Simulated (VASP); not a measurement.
Input for VASP

### KPOINTS
```
Automatic mesh
0
Gamma
11 11 11
0 0 0
```

**POSCAR**
```
BAs
1
   -0.0000000000     2.3997706242     2.3997706242
    2.3997706242    -0.0000000000     2.3997706242
    2.3997706242     2.3997706242    -0.0000000000
B As
1 1
Direct
  0.0000000000   0.0000000000   0.0000000000
  0.2500000000   0.2500000000   0.2500000000
```

### INCAR
```
ISMEAR = -5
LUSE_VDW = .TRUE.
EDIFF = 1E-7   ! SCF stop (eV)
LORBIT = 11   ! lm-projected
ISIF = 2   ! forces and stress, cell fixed
SYSTEM = BAs
LMAXMIX = 4   ! l cut-off of mixed one-centre charges
NELM = 100
PREC = Accurate
NEDOS = 601
ENCUT = 520   ! plane-wave cut-off (eV)
LWAVE = .FALSE.
AGGAC = 0.0
GGA = CX
LASPH = .TRUE.   ! aspherical one-centre terms
LREAL = .FALSE.   ! projection in real space or not
ALGO = Normal   ! blocked Davidson
LCHARG = .TRUE.
```

POTCAR, in this order: B As (PBE.64 set). Program: vasp_std.

### Question
Write an equivalent input for Quantum ESPRESSO's pw.x.

### Answer
One equivalent input (not run):
```
&CONTROL
  calculation = 'scf'
  pseudo_dir = './pseudo'
  outdir = './out'
  tprnfor = .true.
  tstress = .true.
/
&SYSTEM
  ibrav = 0
  nat = 2
  ntyp = 2
  ecutwfc = 84
  occupations = 'tetrahedra'
  input_dft = 'vdw-df-cx'
/
&ELECTRONS
  conv_thr = 7.3e-09
  electron_maxstep = 100
/
ATOMIC_SPECIES
  B 10.810 B.upf
  As 74.922 As.upf
CELL_PARAMETERS angstrom
    -0.0000000    2.3997706    2.3997706
     2.3997706   -0.0000000    2.3997706
     2.3997706    2.3997706   -0.0000000
ATOMIC_POSITIONS crystal
  B    0.0000000  0.0000000  0.0000000
  As   0.2500000  0.2500000  0.2500000
K_POINTS automatic
  11 11 11 0 0 0
```
What does not carry over: the potentials are each code's own (VASP's PAW set, PseudoDojo norm-conserving files in pw.x), so ENCUT and ecutwfc are chosen apart and not converted; conv_thr bounds pw.x's estimated SCF error, while EDIFF bounds the energy change between steps.

The compound is BAs in the zinc blende structure. It was relaxed first.
